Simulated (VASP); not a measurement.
A convergence study with VASP on SiO₂ (rutile): one setting is varied, all else stays as given below, so the limit is that of these other settings. ε∞ is the independent-particle value.

```
O2Si
1.0
    4.18000     0.00000     0.00000
    0.00000     4.18000     0.00000
    0.00000     0.00000     2.67000
Si O
2 4
Direct
  0.00000   0.00000   0.00000
  0.50000   0.50000   0.50000
  0.30600   0.30600   0.00000
  0.80600   0.19400   0.50000
  0.19400   0.80600   0.50000
  0.69400   0.69400   0.00000
```

Calculation: LDA (Ceperley-Alder, Perdew-Zunger), VASP's LDA PAW potentials (set 64) (plane waves; VASP 6.6.1). The tightest run used: 700 eV cut-off, 5×5×7 Γ-centred mesh, Gaussian smearing of 0.050 eV, potentials Si O.

Q: The settings run are NBANDS = 17; NBANDS = 18; NBANDS = 20; NBANDS = 24; NBANDS = 32; NBANDS = 48; NBANDS = 80; NBANDS = 144. From which on does the mean ε∞ stay within 0.3  of the tightest run?

A: From NBANDS = 32 on: it is off by 0.18 there and by no more than 0.3 in any finer run, while NBANDS = 24 is off by 0.60.
```csv
setting,mean ε∞,bands,difference judged ()
NBANDS = 17,1.50,17,2.06
NBANDS = 18,1.83,18,1.72
NBANDS = 20,2.42,20,1.14
NBANDS = 24,2.96,24,0.60
NBANDS = 32,3.37,32,0.18
NBANDS = 48,3.50,48,0.05
NBANDS = 80,3.54,80,0.01
NBANDS = 144,3.56,144,0.00
```

Left out are rungs that failed or repeat a setting and relaxations that didn't move; long series are thinned to 24 rows.

The compound is SiO2 in the rutile structure, stishovite, a high-pressure form. The cell was not relaxed at this level.
